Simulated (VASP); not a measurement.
Data:

```
MoS2
1.0
    1.56185    -2.70521     0.00000
    1.56185     2.70521     0.00000
    0.00000     0.00000    12.06904
Mo S
2 4
Cartesian
  1.56185   0.90174   3.01726
  1.56185  -0.90174   9.05178
  1.56185   0.90174  10.60578
  1.56185  -0.90174   4.57126
  1.56185  -0.90174   1.46326
  1.56185   0.90174   7.49777
```

The numbers are results of LDA (Ceperley-Alder, Perdew-Zunger), VASP's LDA PAW potentials (set 64) (plane waves; VASP), not measurements. Settings: 520 eV cut-off, 9×9×2 Γ-centred mesh, Gaussian smearing of 0.050 eV, potentials Mo_sv S.

### Question
Predict the energy per atom (σ→0).

### Answer

```yaml
energy per atom (σ→0): -787.3 kJ/mol-atom
```

The absolute energy has meaning only against runs of the same code, potentials and settings.

The compound is MoS2 in the 2H layered structure. It was relaxed first. The start is the result of an earlier pass.
